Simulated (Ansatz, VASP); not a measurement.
# One calculation of Nb2Sb3, two programs

Contents of INCAR:

```
SYSTEM = Nb2Sb3
PREC     = Accurate       ! precision mode
ENCUT    = 520            ! plane-wave cutoff, eV
EDIFF    = 1E-6           ! SCF threshold, eV
ISMEAR   = 0              ! smearing method
SIGMA    = 0.1            ! smearing width, eV
LREAL    = .False.        ! projectors in reciprocal space
LASPH    = .True.         ! aspherical terms in the spheres
NELM     = 80             ! most SCF steps
ALGO     = Normal         ! electronic algorithm
ISIF     = 2              ! what is computed and relaxed
LWAVE    = .False.        ! write WAVECAR
LCHARG   = .True.         ! write CHGCAR
GGA      = PE             ! functional
LELF     = .True.         ! ELF
LVHAR    = .True.       
NBANDS   = 28             ! bands
```

KPOINTS

```
regular mesh
0
Gamma
  6 6 4
  0 0 0
```

The input POSCAR:

```
Nb2Sb3
1.0
    4.3741308106      0.0000000000      0.0000000000
   -2.1870654053      3.7881084015      0.0000000000
    0.0000000000      0.0000000000      6.8054370226
Nb Sb
2 3
Direct
    0.3333333333      0.6666666667      0.2450000000
    0.6666666667      0.3333333333      0.7550000000
    0.0000000000      0.0000000000      0.0000000000
    0.3333333333      0.6666666667      0.6450000000
    0.6666666667      0.3333333333      0.3550000000
```

Input for Ansatz:

```yaml
crystal:
  lattice:
    - [4.3741308106, 0.0, 0.0]
    - [-2.1870654053, 3.7881084015, 0.0]
    - [0.0, 0.0, 6.8054370226]
  atoms:
    - { symbol: Nb, position: [0.3333333333, 0.6666666667, 0.245] }
    - { symbol: Nb, position: [0.6666666667, 0.3333333333, 0.755] }
    - { symbol: Sb, position: [0.0, 0.0, 0.0] }
    - { symbol: Sb, position: [0.3333333333, 0.6666666667, 0.645] }
    - { symbol: Sb, position: [0.6666666667, 0.3333333333, 0.355] }
basis:
  ecutwfc: 420
kpoints:
  mp_grid: { grid: [6, 6, 4] }
hamiltonian:
  xc: pbe
scf:
  occupations: { method: gaussian, width: 0.1 }
  lower_state_search: "off"
output:
  forces: true
  stress: true
  eigenvalues: true
```

Alike in both runs: task single point; functional PBE; k mesh 6 × 6 × 4; occupations gaussian, width 0.1 eV; no spin polarisation.

```csv
,VASP,Ansatz
version,VASP 6.6.1,Ansatz 0.2.0
potentials or method,"VASP PAW PBE potentials, release 64 (Nb_sv, Sb)","scalar-relativistic, plane waves, PAW"
plane-wave cutoff (eV),520,420
valence electrons in the cell,41,71
```

Ansatz gave:

| Property | Result |
| --- | --- |
| gap on the k mesh at the Fermi level (eV) | none |
| pressure (GPa) | 15.5 |
| largest component of the traceless stress (GPa) | 2.57 |
| rms of the force components (eV/Å) | 0.988 |

Question: Estimate VASP's values.

Answer: gap on the k mesh at the Fermi level (eV): none; pressure (GPa): 15.2; largest component of the traceless stress (GPa): 2.51; rms of the force components (eV/Å): 0.988.

Atom by atom the forces differ by 0.003 eV/Å (rms over components). A gap of «none» marks a metal or a gap that the smearing closes. With one functional, cell and mesh, what is left measures potentials, basis and numerics. The two sets of potentials don't hold the same shells in valence.

Caveats: so large a pressure means that the cell lies far from this level's equilibrium, or that cutoff or potentials fall short (VASP); forces of over 1 eV/Å show positions far from the minimum, so gaps and moduli don't describe the material at rest. The runs have no spin-orbit coupling, so splittings on Sb are missing.
